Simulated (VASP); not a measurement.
These are PBE GGA, VASP's PBE PAW potentials (set 64) (plane waves; VASP 6.6.1) values and carry that method's errors.

A VASP calculation is set up with these files.

**INCAR**
```
ALGO = Normal
CSHIFT = 0.1
EDIFF = 1E-7
ENCUT = 520
GGA = PE
ISMEAR = 0
LASPH = .TRUE.
LCHARG = .FALSE.
LOPTICS = .TRUE.
LREAL = .FALSE.
LWAVE = .FALSE.
NBANDS = 90
NEDOS = 1001
NELM = 100
PREC = Accurate
SIGMA = 0.01
SYSTEM = Al2O3
```

### POSCAR
```
Al2O3
9.1779980
  0.5000000070  -0.2618963479   0.0000343062
  0.5000000070   0.2618963479   0.0000343062
  0.3627909700   0.0000000000   0.4324030578
Al O
4 6
direct
  0.8521477052   0.8521477052   0.8521477052
  0.3521477052   0.3521477052   0.3521477052
  0.1478522948   0.1478522948   0.1478522948
  0.6478522948   0.6478522948   0.6478522948
  0.4438187044   0.0561812956   0.7500000000
  0.0561812956   0.7500000000   0.4438187044
  0.5561812956   0.9438187044   0.2500000000
  0.2500000000   0.5561812956   0.9438187044
  0.9438187044   0.2500000000   0.5561812956
  0.7500000000   0.4438187044   0.0561812956
```

**KPOINTS**
```
Automatic mesh
0
Gamma
7 7 7
0 0 0
```

POTCAR, in this order: Al O (PBE.64 set). Program: vasp_std.

Output of the run:

OSZICAR:
```
       N       E                     dE             d eps       ncg     rms          rms(c)
DAV:   1     0.207269528428E+03    0.20727E+03   -0.20357E+04  7928   0.507E+02
DAV:   2    -0.727750755727E+02   -0.28004E+03   -0.26723E+03  9598   0.165E+02
DAV:   3    -0.827129586559E+02   -0.99379E+01   -0.98336E+01  9392   0.259E+01
DAV:   4    -0.827875782892E+02   -0.74620E-01   -0.74600E-01  9184   0.243E+00
DAV:   5    -0.827885905945E+02   -0.10123E-02   -0.10123E-02  9432   0.277E-01    0.174E+01
DAV:   6    -0.747468923711E+02    0.80417E+01   -0.57953E+00  8782   0.110E+01    0.546E+00
DAV:   7    -0.747946441754E+02   -0.47752E-01   -0.62302E-01  9544   0.216E+00    0.339E+00
DAV:   8    -0.748106799832E+02   -0.16036E-01   -0.84823E-02  9120   0.108E+00    0.476E-01
DAV:   9    -0.748110529774E+02   -0.37299E-03   -0.39077E-03 10760   0.246E-01    0.305E-01
DAV:  10    -0.748122196465E+02   -0.11667E-02   -0.14801E-03  8960   0.986E-02    0.106E-01
DAV:  11    -0.748121365005E+02    0.83146E-04   -0.13277E-04  9456   0.434E-02    0.272E-02
DAV:  12    -0.748121389181E+02   -0.24176E-05   -0.84701E-06  8888   0.852E-03    0.564E-03
DAV:  13    -0.748121382371E+02    0.68095E-06   -0.40540E-07 10056   0.228E-03    0.223E-03
DAV:  14    -0.748121380642E+02    0.17297E-06   -0.12713E-07  8632   0.107E-03    0.946E-04
DAV:  15    -0.748121381188E+02   -0.54627E-07   -0.63581E-09  5544   0.289E-04
   1 F= -.74812138E+02 E0= -.74812138E+02  d E =-.136279E-20
 imaginary and real dielectric function
```

File OUTCAR:
```
------------------------ aborting loop because EDIFF is reached ----------------------------------------
  FORCE on cell =-STRESS in cart. coord.  units (eV):
  Direction    XX          YY          ZZ          XY          YZ          ZX
  --------------------------------------------------------------------------------------
  Total       -0.0349194      0.0248940      0.0188704      0.0000000      0.0000000     -0.0189813
  in kB       -0.6390572      0.4555830      0.3453457      0.0000000      0.0000000     -0.3473760
  external PRESSURE =       0.0539572 kB  Pullay stress =       0.0000000 kB
  volume of cell :       87.55
      direct lattice vectors                 reciprocal lattice vectors
     4.588999065 -2.403684157  0.000314863     0.108962494 -0.208014018 -0.091420744
     4.588999065  2.403684157  0.000314863     0.108962494  0.208014018 -0.091420744
     3.329694797  0.000000000  3.968594400    -0.000017290  0.000000000  0.251992889
 POSITION                                       TOTAL-FORCE (eV/Angst)
 -----------------------------------------------------------------------------------
     10.65840      0.00000      3.38237         0.001963      0.000000      0.000623
      4.40456      0.00000      1.39775         0.001963      0.000000      0.000623
      1.84929      0.00000      0.58686        -0.001963      0.000000     -0.000623
      8.10314      0.00000      2.57147        -0.001963      0.000000     -0.000623
      4.79177     -0.93176      2.97660        -0.000000     -0.000267      0.000000
      5.17735      1.66772      1.76159        -0.000070      0.000133      0.000220
      7.71592      0.93176      0.99262        -0.000000      0.000267      0.000000
      6.84219      0.73596      3.74589        -0.000070     -0.000133      0.000220
      7.33035     -1.66772      2.20763         0.000070     -0.000133     -0.000220
      5.66550     -0.73596      0.22334         0.000070      0.000133     -0.000220
 -----------------------------------------------------------------------------------
    total drift:                               -0.000000      0.000000     -0.000000
  FREE ENERGIE OF THE ION-ELECTRON SYSTEM (eV)
  ---------------------------------------------------
  free  energy   TOTEN  =       -74.8121381188 eV

  energy  without entropy=      -74.8121381188  energy(sigma->0) =      -74.81213812

 plasma frequency squared (from intraband transitions) (eV^2)
  --------------------------------------------------------------------------------------
       0.000       0.000      -0.000
       0.000       0.000       0.000
      -0.000       0.000       0.000

 plasma frequency squared (from interband transitions, int dw w eps(2)(w)) (eV^2)
  --------------------------------------------------------------------------------------
     532.035       0.000      -0.000       0.000      -0.801      -0.000
      -0.000      -0.000     534.560       0.000      -0.000      -0.000
      -0.801       0.000      -0.000       0.000     534.306       0.000
```
(Selected blocks of OUTCAR.)

### OUTCAR
```
 val. band max:        5.8061272873   @ k =   0.0000   0.0000   0.0000

 cond. band min:      11.6622990968   @ k =   0.0000   0.0000   0.0000


 Fermi energy:         5.8669791440

 k-point     1 :       0.0000    0.0000    0.0000
  band No.  band energies     occupation
      1     -13.2111      2.00000
      2     -10.9888      2.00000
      3     -10.7246      2.00000
      4     -10.7246      2.00000
      5     -10.4180      2.00000
      6     -10.4180      2.00000
      7      -0.9452      2.00000
      8       0.0187      2.00000
      9       0.4165      2.00000
     10       0.4165      2.00000
     11       1.5074      2.00000
     12       1.6418      2.00000
     13       1.6418      2.00000
     14       2.6218      2.00000
     15       2.9059      2.00000
     16       4.4314      2.00000
     17       4.4314      2.00000
     18       4.5731      2.00000
     19       4.5731      2.00000
     20       5.3479      2.00000
     21       5.3479      2.00000
     22       5.7758      2.00000
     23       5.7758      2.00000
     24       5.8061      2.00000
     25      11.6623      0.00000
     26      14.7163      0.00000
     27      16.1771      0.00000
     28      17.0766      0.00000
     29      17.0766      0.00000
     30      17.2476      0.00000
     31      17.9673      0.00000
     32      17.9673      0.00000
     33      18.0662      0.00000
     34      18.9589      0.00000
     35      20.1496      0.00000
     36      20.1496      0.00000
     37      20.3152      0.00000
     38      20.3152      0.00000
     39      20.3311      0.00000
     40      21.3387      0.00000
     41      21.4937      0.00000
     42      23.8236      0.00000
     43      23.8236      0.00000
     44      24.3108      0.00000
     45      24.3108      0.00000
     46      25.4893      0.00000
     47      25.5263      0.00000
     48      25.7706      0.00000
     49      25.9146      0.00000
     50      25.9146      0.00000
     51      26.4077      0.00000
...
```

The compound is Al2O3 in the corundum structure. It was relaxed first.
